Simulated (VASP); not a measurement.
Method: PBE GGA, VASP's PBE PAW potentials (set 64) (plane waves; VASP 6.6.1).

A VASP calculation is set up with these files.

File KPOINTS:
```
Automatic mesh
0
Gamma
6 6 6
```

POSCAR:
```
CdTe
1.0
  0.0000000000   3.2545348118   3.2545348118
  3.2545348118   0.0000000000   3.2545348118
  3.2545348118   3.2545348118   0.0000000000
Cd Te
1 1
Cartesian
  0.0000000000   3.2545348118   3.2545348118
  1.6272674059   1.6272674059   1.6272674059
```

### INCAR
```
SYSTEM = CdTe
PREC = Accurate
ENCUT = 480
EDIFF = 1E-7
NELM = 100
ALGO = Normal
LREAL = .FALSE.
LASPH = .TRUE.
ISMEAR = 0
SIGMA = 0.05
GGA = PE
LMAXMIX = 4
LWAVE = .FALSE.
LCHARG = .FALSE.
ISIF = 2
IBRION = 2
NSW = 30
EDIFFG = -0.01
```

POTCAR, in this order: Cd Te (PBE.64 set). Program: vasp_std.

Output

File OSZICAR:
```
       N       E                     dE             d eps       ncg     rms          rms(c)
DAV:   1     0.960416125398E+02    0.96042E+02   -0.81019E+03   424   0.113E+03
DAV:   2    -0.131876384395E+01   -0.97360E+02   -0.94567E+02   466   0.268E+02
DAV:   3    -0.498040721809E+01   -0.36616E+01   -0.36550E+01   511   0.543E+01
DAV:   4    -0.501481404005E+01   -0.34407E-01   -0.34404E-01   566   0.470E+00
DAV:   5    -0.501490808961E+01   -0.94050E-04   -0.94049E-04   496   0.235E-01    0.567E+00
DAV:   6    -0.479744697511E+01    0.21746E+00   -0.46170E-01   466   0.893E+00    0.458E+00
DAV:   7    -0.478204191706E+01    0.15405E-01   -0.12175E-01   471   0.257E+00    0.176E+00
DAV:   8    -0.478282883165E+01   -0.78691E-03   -0.10881E-02   431   0.145E+00    0.509E-01
DAV:   9    -0.478316111035E+01   -0.33228E-03   -0.97370E-04   484   0.369E-01    0.119E-01
DAV:  10    -0.478323079869E+01   -0.69688E-04   -0.13081E-04   446   0.117E-01    0.531E-02
DAV:  11    -0.478327372531E+01   -0.42927E-04   -0.85102E-05   434   0.683E-02    0.352E-02
DAV:  12    -0.478327252158E+01    0.12037E-05   -0.34301E-06   502   0.182E-02    0.210E-02
DAV:  13    -0.478327230510E+01    0.21648E-06   -0.57440E-07   436   0.414E-03    0.127E-02
DAV:  14    -0.478327230427E+01    0.83492E-09   -0.12821E-06   446   0.819E-03    0.603E-03
DAV:  15    -0.478327233901E+01   -0.34748E-07   -0.66284E-08   338   0.256E-03
   1 F= -.47832723E+01 E0= -.47832723E+01  d E =-.478327E+01
```

**OUTCAR**
```
------------------------ aborting loop because EDIFF is reached ----------------------------------------
  FORCE on cell =-STRESS in cart. coord.  units (eV):
  Direction    XX          YY          ZZ          XY          YZ          ZX
  --------------------------------------------------------------------------------------
  Total        0.9023594      0.9023594      0.9023594     -0.0000000      0.0000000      0.0000000
  in kB       20.9697561     20.9697561     20.9697561     -0.0000000      0.0000000      0.0000000
  external PRESSURE =      20.9697561 kB  Pullay stress =       0.0000000 kB
  volume of cell :       68.94
      direct lattice vectors                 reciprocal lattice vectors
     0.000000000  3.254534812  3.254534812    -0.153631787  0.153631787  0.153631787
     3.254534812  0.000000000  3.254534812     0.153631787 -0.153631787  0.153631787
     3.254534812  3.254534812  0.000000000     0.153631787  0.153631787 -0.153631787
  FREE ENERGIE OF THE ION-ELECTRON SYSTEM (eV)
  ---------------------------------------------------
  free  energy   TOTEN  =        -4.7832723390 eV

  energy  without entropy=       -4.7832723390  energy(sigma->0) =       -4.78327234

 reached required accuracy - stopping structural energy minimisation
```
(Selected blocks of OUTCAR.)

The compound is CdTe in the zinc blende structure. This cell was strained or had an atom moved on purpose.
